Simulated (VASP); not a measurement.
Crystal: Na.

```
CELL_PARAMETERS angstrom
-2.14100 2.14100 2.14100
2.14100 -2.14100 2.14100
2.14100 2.14100 -2.14100
ATOMIC_POSITIONS crystal
Na 0.00000 0.00000 0.00000
```

```yaml
Program: VASP 6.6.1
Task: relaxation of cell and atoms
Functional: LDA
Potentials_or_basis: VASP PAW LDA potentials, release 64 (Na_pv)
Cutoff: 600 eV
k_mesh: 14 × 14 × 14
Occupations: methfessel-paxton, width 0.1 eV
Spin: no spin polarisation
```

At the start: pressure -1.1 GPa; volume 39.26 Å³/atom.

Problem. Where does the relaxation end?

Solution. Over 5 steps the energy falls by 24.4 meV/atom and the volume is 33.11 Å³/atom (-15.7 %); space group Im-3m (No. 229, to 0.05 Å).

Step by step:
```tsv
step	energy change (eV)	largest force (eV/Å)	pressure (GPa)	volume (Å³)
1	0.0000	0.0000	-1.12	39.26
2	-0.0099	0.0000	-0.94	37.71
3	-0.0244	0.0000	-0.09	33.33
4	-0.0244	0.0000	0.06	32.96
5	-0.0244	0.0000	-0.03	33.11
```

Final structure:
```
Na
1.0
    -2.02288    2.02288    2.02288
     2.02288   -2.02288    2.02288
     2.02288    2.02288   -2.02288
Na
1
Cartesian
  0.0000 0.0000 0.0000
```

Caveat: the volume moved by over 15 % at a fixed basis, so the end points are rough; the volume moved by -16 % from the deposited cell, more than functionals usually miss.
